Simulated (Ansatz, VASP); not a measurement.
# Ni (Nickel) in two plane-wave programs, part 2 of 2

One calculation is typed for both programs; each brings its own data sets and cutoff. How far apart do they land? The cell is taken from a series of VASP runs on this material, whose earlier steps may have relaxed, scaled or displaced it; both programs get it as it stands.

VASP 6.6.1 and Ansatz 0.2.0.

So far: The structure; VASP: relaxation of cell and atoms, PBEsol with D3(BJ).

## Step 3: Ansatz: relaxation of cell and atoms, PBEsol with D3(BJ)

Level of this step: Ansatz beside VASP: Kohn-Sham DFT, plane waves, PBEsol with D3(BJ) (Ansatz).

Ansatz runs on its default PAW (the set named soft_2) files.

The same cell, functional, mesh and smearing now go to Ansatz, which takes its cutoff from its data sets.

File input.yaml:

```yaml
crystal:
  lattice:
    - [0.0, 1.7130910446, 1.7130910446]
    - [1.7130910446, 0.0, 1.7130910446]
    - [1.7130910446, 1.7130910446, 0.0]
  atoms:
    - { symbol: Ni, position: [0.0, 0.0, 0.0], spin: 1.0 }
hamiltonian:
  xc: pbesol
  pseudopotentials: { kind: paw }
  dispersion: d3bj
magnetization:
  spin_polarized: true
kpoints:
  mp_grid: { grid: [14, 14, 14] }
scf:
  occupations: { method: methfessel_paxton, width: 0.1 }
relax:
  f_tol: 0.01
  max_steps: 60
  cell: { stress_tol: 0.05 }
output:
  forces: true
  stress: true
```

On the command line:

```sh
$ ansatz run input.yaml --threads 4 --pin off --max-ram 9216MiB --backend cpu --events-out ev --progress --plain --runs-dir out
```

Numbers of over 12 decimals in the logs are rounded to 6 here.

Log:

```text
Engine: ansatz 0.2.0, aarch64-unknown-linux-gnu
Pseudopotentials: kind: paw
Pseudopotential: Ni, paw, valence charge 18, recommended cutoff 420 eV (normal), Ni.paw.azcp
Functional definition: PBEsol
  exchange = pbesol_x
  correlation = pbesol_c
Crystal: 1 atoms, lattice volume = 10.055 Å³
Basis set: ecut = 420 eV, 181 PW (Γ), exchange–correlation on 36×36×36 points (8 copies of the dense FFT grid, shifted against one another)
Bands: 14, of which v1, the nominal top of the filled ones, is band 9 counted from 1 (8 counted from 0)
Symmetry: 48 space group operations
Space group: Fm-3m (ITA 225), of the structure as read, at distance tolerance 2.2e-5 Å
Magnetic group: BNS 225.116 (UNI 1618), of the structure as read, at distance tolerance 2.2e-5 Å
k-points: 104 of 2744
Non-local potential: Ni, projectors of the file, l = 0: 3, l = 1: 2, l = 2: 3, l = 3: 1
PAW form: soft (Blöchl's): semilocal exchange-correlation on the pseudo side does not see the compensation charge
PAW frozen core: Ni, regenerated for the run's functional, and the local potential with it (the file was generated under x = pbe(κ = 0.804, μ = 0.219515), c = pbe(β = 0.066725))
PAW one-centre angular grid: Ni, 590 points (default); XC on 64 Gauss nodes
Initial density: superposition of atomic densities (chi_scale 0.1, normalization cell)
Starting moments: Σ|m| = 1 μB on 1 of 1 site
Initial wavefunctions: pseudopotential atomic-orbital guess
Functional: x = pbesol(κ = 0.804, μ = 0.123457), c = pbesol(β = 0.046)
SCF iter   1: F=—  HF=-5804.809759 eV  |F-HF|=—  |Δ(HF+E_count)|=         —  Δρ=8.93e-2 (↑6.40e-2 ↓8.93e-2)  dr2=1.37e0  dr2_m=1.95e-2  M=0.881 μB ∫|m|=0.946 μB  β_m=0.30  ethr=3.10e-3  ⟨swp⟩=5.3  Hψ=15384  notcnv=0
Mixer restart at iter 1: flushing history
preconditioner: auto → none  [metal: Δε(μ)=0.015 eV  Ē_g=16.736 eV  σ=0.100 eV  W_gap=0.08  n_scr=0 (ndim 8)  ℏωp=37.0 eV  f_vac=0.000  D(μ)=0.84/eV (n_scr^D=14)]
SCF iter   2: F=—  HF=-5804.427821 eV  |F-HF|=—  |Δ(HF+E_count)|=   3.82e-1  Δρ=4.79e-2 (↑4.79e-2 ↓4.63e-2)  dr2=4.01e-1  dr2_m=6.17e-3  M=0.827 μB ∫|m|=0.891 μB  β_m=0.25  ethr=3.10e-3  ⟨swp⟩=3.1  Hψ=7167  notcnv=0  defer=104
SCF iter   3: F=—  HF=-5804.622423 eV  |F-HF|=—  |Δ(HF+E_count)|=   1.95e-1  Δρ=1.56e-2 (↑1.56e-2 ↓1.52e-2)  dr2=2.49e-2  dr2_m=4.55e-3  M=0.832 μB ∫|m|=0.898 μB  β_m=0.57  ethr=2.23e-3  ⟨swp⟩=2.6  Hψ=5033  notcnv=0  defer=106
SCF iter   4: F=—  HF=-5805.283076 eV  |F-HF|=—  |Δ(HF+E_count)|=         —  Δρ=4.72e-2 (↑1.26e-2 ↓4.72e-2)  dr2=8.55e-2  dr2_m=7.58e-2  M=0.652 μB ∫|m|=0.730 μB  β_m=0.57  ethr=1.38e-4  ⟨swp⟩=2.3  Hψ=5996  notcnv=0  defer=112
Mixer restart at iter 4: flushing history
SCF iter   5: F=—  HF=-5805.419291 eV  |F-HF|=—  |Δ(HF+E_count)|=   1.36e-1  Δρ=3.41e-2 (↑3.41e-2 ↓7.35e-3)  dr2=7.31e-2  dr2_m=2.18e-2  M=0.635 μB ∫|m|=0.716 μB  β_m=0.54  ethr=1.38e-4  ⟨swp⟩=2.3  Hψ=6766  notcnv=0  defer=109
SCF iter   6: F=—  HF=-5805.418928 eV  |F-HF|=—  |Δ(HF+E_count)|=   3.63e-4  Δρ=4.22e-2 (↑7.79e-3 ↓4.22e-2)  dr2=1.20e-1  dr2_m=3.51e-2  M=0.575 μB ∫|m|=0.656 μB  β_m=0.12  ethr=1.38e-4  ⟨swp⟩=2.2  Hψ=6420  notcnv=0  defer=118
SCF iter   7: F=—  HF=-5805.407243 eV  |F-HF|=—  |Δ(HF+E_count)|=   1.17e-2  Δρ=1.45e-2 (↑1.45e-2 ↓1.30e-2)  dr2=1.52e-4  dr2_m=1.73e-2  M=0.583 μB ∫|m|=0.664 μB  β_m=0.45  ethr=1.38e-4  ⟨swp⟩=2.6  Hψ=6305  notcnv=0  defer=97
SCF iter   8: F=—  HF=-5805.419887 eV  |F-HF|=—  |Δ(HF+E_count)|=   1.26e-2  Δρ=9.25e-3 (↑2.38e-3 ↓9.25e-3)  dr2=3.25e-3  dr2_m=2.86e-3  M=0.557 μB ∫|m|=0.637 μB  β_m=0.46  ethr=8.44e-7  ⟨swp⟩=2.4  Hψ=5990  notcnv=0  defer=114
SCF iter   9: F=—  HF=-5805.419788 eV  |F-HF|=—  |Δ(HF+E_count)|=   9.99e-5  Δρ=1.90e-3 (↑8.22e-4 ↓1.90e-3)  dr2=7.49e-5  dr2_m=1.65e-4  M=0.560 μB ∫|m|=0.639 μB  β_m=0.73  ethr=8.44e-7  ⟨swp⟩=2.0  Hψ=5135  notcnv=0  defer=96
SCF iter  10: F=—  HF=-5805.419760 eV  |F-HF|=—  |Δ(HF+E_count)|=   2.77e-5  Δρ=4.65e-4 (↑2.68e-4 ↓4.65e-4)  dr2=2.55e-6  dr2_m=1.22e-5  M=0.560 μB ∫|m|=0.640 μB  β_m=0.87  ethr=4.16e-7  ⟨swp⟩=1.7  Hψ=3581  notcnv=0  defer=90
SCF iter  11: F=—  HF=-5805.415221 eV  |F-HF|=—  |Δ(HF+E_count)|=         —  Δρ=3.79e-4 (↑1.47e-4 ↓3.79e-4)  dr2=2.03e-6  dr2_m=4.19e-6  M=0.559 μB ∫|m|=0.640 μB  β_m=0.87  ethr=1.42e-8  ⟨swp⟩=2.2  Hψ=3916  notcnv=0  defer=88
Mixer restart at iter 11: flushing history
iteration 11: the input's own smearing fills from here on; a Gaussian of 0.1 eV has filled iterations ahead of it
SCF iter  12: F=—  HF=-5805.415226 eV  |F-HF|=—  |Δ(HF+E_count)|=   4.38e-6  S|Δr|=    0.00e0  Δρ=2.13e-4 (↑1.18e-4 ↓2.13e-4)  dr2=4.83e-6  dr2_m=5.14e-7  M=0.559 μB ∫|m|=0.639 μB  β_m=0.93  ethr=1.13e-8  ⟨swp⟩=2.3  Hψ=4558  notcnv=0  defer=88
SCF iter  13: F=—  HF=-5805.415234 eV  |F-HF|=—  |Δ(HF+E_count)|=   8.29e-6  S|Δr|=    0.00e0  Δρ=4.55e-4 (↑4.10e-4 ↓4.55e-4)  dr2=3.94e-5  dr2_m=9.35e-8  M=0.559 μB ∫|m|=0.640 μB  β_m=0.60  ethr=1.13e-8  ⟨swp⟩=2.1  Hψ=4793  notcnv=0  defer=88  recentre
SCF iter  14: F=—  HF=-5805.415225 eV  |F-HF|=—  |Δ(HF+E_count)|=   8.86e-6  S|Δr|=    0.00e0  Δρ=9.91e-6 (↑9.91e-6 ↓9.78e-6)  dr2=9.05e-9  dr2_m=4.87e-9  M=0.559 μB ∫|m|=0.639 μB  β_m=0.80  ethr=5.56e-10  ⟨swp⟩=3.1  Hψ=12304  notcnv=0
SCF iter  15: F=-5805.415225 eV  HF=-5805.415225 eV  |F-HF|=3.27e-11  |Δ(HF+E_count)|=   6.59e-9  S|Δr|=    0.00e0  Δρ=9.55e-7 (↑6.09e-7 ↓9.55e-7)  dr2=6.32e-12  dr2_m=5.49e-11  M=0.559 μB ∫|m|=0.639 μB  ethr=5.03e-11  ⟨swp⟩=3.0  Hψ=7553  notcnv=0
SCF 1 converged in 15 iterations: F = -5805.415225 eV  dr2 = 6.32e-12
  greatest PAW one-centre occupation: 1.001 electrons in one spin orbital (limit 2), on the Ni atom at site 0 (counted from 0), in its partial waves of l = 1
relax step   1: F+E_penalty+E_count = -5805.41522509 eV  Δ(F+E_penalty+E_count) = +0.000e0 eV  max|allowed force component| = 0.000e0 eV/Å  Δτ_max = 0.0000 Å  P = +0.301 GPa  Ω = 10.055 Å³  (15 SCF iters, dr2 threshold 1.00e-7 eV, accepted)
[...]
relax step   2: F+E_penalty+E_count = -5805.41523105 eV  Δ(F+E_penalty+E_count) = -5.959e-6 eV  max|allowed force component| = 0.000e0 eV/Å  Δτ_max = 0.0000 Å  P = +0.161 GPa  Ω = 10.060 Å³  energy of the carried Pulay correction = -2.097e-6 eV  (5 SCF iters, dr2 threshold 1.00e-7 eV, accepted)
[...]
relax step   3: F+E_penalty+E_count = -5805.41523187 eV  Δ(F+E_penalty+E_count) = -8.194e-7 eV  max|allowed force component| = 0.000e0 eV/Å  Δτ_max = 0.0000 Å  P = +0.000 GPa  Ω = 10.067 Å³  energy of the carried Pulay correction = -4.503e-6 eV  (5 SCF iters, dr2 threshold 6.46e-8 eV, accepted)
[...]
relax step   4: F+E_penalty+E_count = -5805.41523384 eV  Δ(F+E_penalty+E_count) = -1.971e-6 eV  max|allowed force component| = 0.000e0 eV/Å  Δτ_max = 0.0000 Å  P = +0.001 GPa  Ω = 10.067 Å³  stress off target by 1.32e-3 GPa  SCF on the basis re-selected at this cell (its energy is not comparable with the rows above)  (5 SCF iters)
basis re-selected at this cell: Δ(F+E_penalty+E_count) = -1.971e-6 eV, ΔP = +0.001 GPa vs the last step (what re-selecting the basis moved, of the pressure what is left beyond the Pulay correction that the steps carried, after the strain that the cell walked since its last selection, with what the two solves' SCF thresholds leave and, on support functions, any second-order correction that the steps lacked; it is no measure of the basis error at this ecutwfc). This SCF's stress stands 1.32e-3 GPa from its target on what of the cell is left free (relax.cell.stress_tol is 5.00e-2 GPa) and its largest allowed force component is 0.00e0 eV/Å (relax.f_tol is 1.00e-2 eV/Å): [rest of the remark cut]
SCF converged after 5 iterations
Stability not checked: this state was not tested for a lower state beside it, because cold or Methfessel-Paxton smearing, or corrected tetrahedra, fill the levels in a way that the test cannot read (fill_not_monotonic; see scf.lower_state_search)
Magnetization: 0.5595 μB (9.2797 up, 8.7203 down)
Absolute magnetization: 0.6408 μB (∫|ρ↑−ρ↓|, with the PAW one-centre terms)
Spin contamination: 0.0047 ħ² per cell (⟨S²⟩ above its minimum at these occupations)
Per-site moments (μB) at R_I (Å): [(0.593974, 0.999752)]
Free energy (F): -5805.415234 eV
Harris-Foulkes:  -5805.415234 eV  (|F-HF|=1.82e-12)
Internal energy: -5805.414945 eV  (E = F + TS)
E sigma→0 (E₀):  -5805.415162 eV
Entropy (-TS):   -0.000289 eV (-0.289 meV/atom)
Fermi energy:    19.846909 eV
--- Per-component energies (eV) ---
  E_band       = -256.073204
  E_kinetic    = 283.974510
  E_local      = -3306.544369  (includes V_loc(G=0)·N_el)
  E_nonlocal   = 635.597801
  E_hartree    = 1381.368073
  E_xc         = -85.254748
  E_vxc        = -110.361392  (∫ρ·V_xc dr)
  E_paw        = -1593.905750  (= ΣΔE_a)
  E_vpaw       = -521.476405  (= ΣTr[D̂ρ^β])
  E_aug_tail   = 0.000482  (compensation charges beyond the density's cutoff)
  E_ewald      = -3120.396966
  E_disp       = -0.451267  (pairwise vdW)
  E_core_change = 0.197289  (= ΣΔE_core)
  E_smearing   = -0.000289  (= −TS)
  E_closure    = 0.000000  (closes the sum)
  Σ components = -5805.415234   (vs F -5805.415234, Δ=0.00e0)
--- Forces (eV/Å), atoms counted from 1 ---
  atom   1  Ni    -0.00000000     0.00000000    -0.00000000
  max |Σ_I F_I| component: 2.63e-30 eV/Å
--- Stress (GPa, compression-positive) ---
        0.001325      -0.000000      -0.000000
       -0.000000       0.001325      -0.000000
       -0.000000      -0.000000       0.001325
  P = ⅓ Tr σ = 0.0013 GPa (0.013 kbar)
--- Relaxed structure (3 steps of the walk, 3 accepted, 1 SCFs on fresh bases) ---
  F+E_penalty+E_count = -5805.41523384 eV   max|allowed force component| = 0.000e0 eV/Å   (the final SCF, on the basis selected at the relaxed cell)
  cell:  # Å, volume = 10.0668 Å³
    - [0, 1.713773, 1.713773]
    - [1.713773, 0, 1.713773]
    - [1.713773, 1.713773, 0]
  atoms:
    - { symbol: Ni, position: [0.0, 0.0, 0.0] }
```

Elapsed: 3.9 s, on 4 threads of Arm Neoverse V1, shared host; peak memory 0.29 GiB.

## Step 4: Side by side

Known differences besides the potentials themselves: both relaxations stop at a tolerance, which leaves soft axes loose, and VASP keeps its plane-wave basis; the data sets hold 18 valence electrons in Ansatz (default PAW (the set named soft_2) files) and 10 in VASP; the cutoff is 420 eV in Ansatz and 450 eV in VASP; Ansatz makes its cores anew for this functional, VASP keeps those of its PBE data sets; VASP leaves aspherical gradient terms in its spheres out (LASPH is not set), Ansatz keeps them; Ansatz adds a Pulay correction to the stress that steers its cell, VASP none; site moments are counted in spheres of each program's own size. Total energies have different zeros and are not compared.

The two programs side by side:

| quantity | Ansatz | VASP | difference |
| --- | --- | --- | --- |
| volume (Å³) | 10.07 | 10.05 | +0.12 % |
| edge a after relaxation, in the typed setting (Å) | 2.424 | 2.423 | +0.04 % |
| total moment (μB) | 0.56 | 0.55 | +0.01 |
| moment on Ni1 (μB) | 0.59 | 0.56 | +0.04 |

The walks stopped with 0.00 GPa left in Ansatz and -0.02 GPa in VASP; each walk ends within a tolerance, so the volume difference is uncertain by about these residues over the bulk modulus, most in soft cells.

## Step 5: Summary of results

```
difference in volume (relaxation of cell and atoms, PBEsol with D3(BJ)) : 0.12 %
```

In words: The difference in volume is 0.12 % (relaxation of cell and atoms, PBEsol with D3(BJ)), within the 1.2 % picked in this series as the mark of a large difference, as far as the stopping tolerances let one tell. Such differences can come from data sets, numerical settings and the points named under the comparisons, not from the functional's error against experiment.

[Lines on the potential files, build, host, timing and source positions are cut from VASP's logs without a mark.]

[Logs are printed without paths, hosts, clocks, repeated set-up lines and the standing remarks that a program may print on its own settings, such as how far it seeks lower states.]

[Hosts, paths, dates, database ids (printed as entryN), source tags and the programs' standing remarks are cut or masked in the printed files.]
